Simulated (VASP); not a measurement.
Input:

```
FeSi2
1.0
    2.67693     0.00000     0.00000
    0.00000     2.67693     0.00000
    0.00000     0.00000     5.10828
Fe Si
1 2
Direct
  0.50000   0.50000   0.00000
  0.00000   0.00000   0.27206
  0.00000   0.00000   0.72794
```
Starting moments (μB, in the order of the record's atoms Fe Si Si): 0.1 0.0 0.0.

These are PBEsol GGA, VASP's PBE PAW potentials (set 64) (plane waves; VASP) values and carry that method's errors. Settings: 400 eV cut-off, Gaussian smearing of 0.050 eV, potentials Fe Si.

Task: Predict the cell moment, band gap (along the path) with the smallest direct gap where there is one.

Result: 
The band gap (along the path) comes out as none (metal, semimetal or under 0.01 eV) and the cell moment is 0.00 μB.

The structure comes from a measured FeSi2 entry (P4/mmm) of the Crystallography Open Database, whose conditions weren't checked. It was relaxed first.
